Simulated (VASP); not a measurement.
```xyz
1
Lattice="0.0000 2.7900 2.7900 2.7900 0.0000 2.7900 2.7900 2.7900 0.0000" Properties=species:S:1:pos:R:3 pbc="T T T"
Ca     0.0000     0.0000     0.0000
```

Method: PBEsol GGA, VASP's PBE PAW potentials (set 64) (plane waves; VASP 6.6.1). Numerical set-up: 400 eV cut-off, 10×10×10 Γ-centred mesh, first-order Methfessel-Paxton smearing of 0.10 eV, potentials Ca_sv.

Energy and stress use the plane-wave basis of the starting cell.

### Question
The ions, cell shape and volume are relaxed. Which structure does the run end with?

### Answer

```xyz
1
Lattice="0.0000 2.7285 2.7285 2.7285 0.0000 2.7285 2.7285 2.7285 0.0000" Properties=species:S:1:pos:R:3 pbc="T T T"
Ca     0.0000     0.0000     0.0000
```
Space group Fm-3m (225), at a tolerance of 0.03 Å.

### Question
How do energy and volume change from the first to the last step?

### Answer
The energy (σ→0) changes by -9.6 meV/atom and the volume by -6.5 %, in 3 ionic steps.

The compound is Ca in the fcc structure. This run relaxes it. Symmetry was kept, so distortions that lower it aren't found.
